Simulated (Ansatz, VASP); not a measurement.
# NaTi12 (a cell with a defect) in VASP and in Ansatz

```
Ti Na
1.0
     5.90000    0.00000    0.00000
    -4.42500    7.66432    0.00000
     0.00000    0.00000    4.68460
Ti Na
12 1
Direct
  0.94599 0.97330 0.92053
  0.14598 0.24618 0.58316
  0.01015 0.33216 0.08393
  0.14629 0.55053 0.56497
  0.02931 0.67303 0.05739
  0.11262 0.83748 0.55828
  0.52055 0.97714 0.91822
  0.71837 0.24795 0.57856
  0.55508 0.38595 0.94184
  0.63705 0.55053 0.44281
  0.51767 0.67156 0.93481
  0.65482 0.89028 0.41606
  0.33166 0.11154 0.24882
```

Alike in both runs: functional PBEsol; k mesh 2 × 2 × 2; occupations fermi-dirac, width 0.1 eV; no spin polarisation.

Ansatz relaxed the structure, and its values are those at the end. VASP's run is a single point on that final structure, the one shown.

|  | VASP | Ansatz |
| --- | --- | --- |
| version | VASP 6.6.1 | Ansatz 0.2.0 |
| potentials or method | VASP PAW PBE potentials, release 64 (Ti_sv, Na_pv) | scalar-relativistic, plane waves, PAW |
| plane-wave cutoff (eV) | 520 | 420 |
| valence electrons in the cell | 151 | 153 |

Ansatz gave:

| Property | Result |
| --- | --- |
| rms of the force components (eV/Å) | 0.017 |

**Question.** Estimate VASP's values.

**Answer.** rms of the force components (eV/Å): 0.020.

The two sets of potentials don't hold the same shells in valence.

Caveats: the k mesh is coarse (spacing up to 0.67 Å⁻¹), so the values aren't converged; the PAW data sets were made with another functional, which shifts forces and pressure a little (VASP).
